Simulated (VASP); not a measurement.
Consider the following.

```xyz
1
Lattice="-2.9913 2.9913 2.9913 2.9913 -2.9913 2.9913 2.9913 2.9913 -2.9913" Properties=species:S:1:pos:R:3 pbc="T T T"
Cs     0.0000     0.0000     0.0000
```

Computed with vdW-DF2, VASP's PBE PAW potentials (set 64) (plane waves; VASP). Numerical set-up: 520 eV cut-off, 9×9×9 Γ-centred mesh, first-order Methfessel-Paxton smearing of 0.10 eV, potentials Cs_sv.

Problem. The job: Cs (bcc), 1 atom, vdW-DF2, static run, 520 eV, 9×9×9 Γ-centred mesh. Roughly how much core time does it take on a busy server core?

Solution. About 60 core-seconds (one run on a shared machine, a rough figure). It had 35 irreducible k-points, 8 bands, up to 2900 plane waves and 13 electronic steps.

The compound is Cs in the bcc structure. It was relaxed first, which changed the volume by -6 %.
